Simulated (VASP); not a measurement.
Computed with PBE GGA, VASP's PBE PAW potentials (set 64) (plane waves; VASP).

The input files of a VASP run:

### INCAR
```
SYSTEM = Cd28S26
PREC = Normal
ENCUT = 400
EDIFF = 1E-5
NELM = 100
ALGO = Fast
LREAL = Auto
LASPH = .TRUE.
ISMEAR = 0
SIGMA = 0.05
GGA = PE
LMAXMIX = 4
LWAVE = .FALSE.
LCHARG = .FALSE.
NELMIN = 4
ISYM = 0
IBRION = 2
ISIF = 2
NSW = 60
EDIFFG = -0.03
```

POSCAR:
```
Cd28S26
1
    0.0000000000     8.9029342209     8.9029342209
    8.9029342209     0.0000000000     8.9029342209
    8.9029342209     8.9029342209     0.0000000000
Cd S
28 26
Direct
  0.0000000000   0.0000000000   0.0000000000
  0.0000000000   0.0000000000   0.3333330000
  0.0000000000   0.0000000000   0.6666670000
  0.0000000000   0.3333330000   0.0000000000
  0.0000000000   0.3333330000   0.3333330000
  0.0000000000   0.3333330000   0.6666670000
  0.0000000000   0.6666670000   0.0000000000
  0.0000000000   0.6666670000   0.3333330000
  1.0000000000   0.6666670000   0.6666670000
  0.3333330000   0.0000000000   0.0000000000
  0.3333330000   0.0000000000   0.3333330000
  0.3333330000   0.0000000000   0.6666670000
  0.3333330000   0.3333330000   0.0000000000
  0.3300670000   0.3313600000   0.3390070000
  0.4157870000   0.4150700000   0.4172260000
  0.3313290000   0.3321620000   0.6644590000
  0.3333330000   0.6666670000   0.0000000000
  0.3323510000   0.6650990000   0.3318730000
  0.3333330000   0.6666670000   0.6666670000
  0.6666670000   0.0000000000   0.0000000000
  0.6666670000   0.0000000000   0.3333330000
  0.6666670000   1.0000000000   0.6666670000
  0.6666670000   0.3333330000   0.0000000000
  0.6686010000   0.3359260000   0.3357960000
  0.6666670000   0.3333330000   0.6666670000
  0.6666670000   0.6666670000   0.0000000000
  0.6666670000   0.6666670000   0.3333330000
  0.6666670000   0.6666670000   0.6666670000
  0.0833330000   0.0833330000   0.0833330000
  0.0833330000   0.0833330000   0.4166670000
  0.0833330000   0.0833330000   0.7500000000
  0.0833330000   0.4166670000   0.0833330000
  0.0833330000   0.4166670000   0.4166670000
  0.0833330000   0.4166670000   0.7500000000
  0.0833330000   0.7500000000   0.0833330000
  0.0833330000   0.7500000000   0.4166670000
  0.0833330000   0.7500000000   0.7500000000
  0.4166670000   0.0833330000   0.0833330000
  0.4166670000   0.0833330000   0.4166670000
  0.4166670000   0.0833330000   0.7500000000
  0.4166670000   0.4166670000   0.0833330000
  0.4166670000   0.4166670000   0.7500000000
  0.4166670000   0.7500000000   0.0833330000
  0.4166670000   0.7500000000   0.4166670000
  0.4166670000   0.7500000000   0.7500000000
  0.7500000000   0.0833330000   0.0833330000
  0.7500000000   0.0833330000   0.4166670000
  0.7500000000   0.0833330000   0.7500000000
  0.7500000000   0.4166670000   0.0833330000
  0.7500000000   0.4166670000   0.4166670000
  0.7500000000   0.4166670000   0.7500000000
  0.7500000000   0.7500000000   0.0833330000
  0.7500000000   0.7500000000   0.4166670000
  0.7500000000   0.7500000000   0.7500000000
```

**KPOINTS**
```
Regular mesh
0
G
 1 1 1
0 0 0
```

POTCAR, in this order: Cd S (PBE.64 set). Program: vasp_gam.

The supercell is sampled at Γ alone, which is coarse: total energies, pressure and levels can be off, energies of defects by several tenths of an eV.

What does the run give for the energy per atom (σ→0)?

```json
{
 "energy per atom (σ→0)": "-2.898 eV/atom"
}
```

### OSZICAR
```
...
       N       E                     dE             d eps       ncg     rms          rms(c)
DAV:   1    -0.156514749647E+03    0.62325E-03   -0.32814E+00   608   0.306E+00    0.300E-01
RMM:   2    -0.156516509335E+03   -0.17597E-02   -0.20387E-02   592   0.288E-01    0.800E-02
RMM:   3    -0.156516791607E+03   -0.28227E-03   -0.28906E-03   592   0.110E-01    0.842E-02
RMM:   4    -0.156516778638E+03    0.12969E-04   -0.35849E-04   592   0.388E-02    0.435E-02
RMM:   5    -0.156516785140E+03   -0.65017E-05   -0.11229E-04   565   0.190E-02    0.140E-02
RMM:   6    -0.156516781723E+03    0.34163E-05   -0.21601E-05   364   0.804E-03
  19 F= -.15651678E+03 E0= -.15651678E+03  d E =-.140903E-02
```

The cell is a supercell with a defect, built from a database entry that may be metastable or hypothetical: Cd_S. The run is not spin-polarised, so no state with unpaired spins was tried.
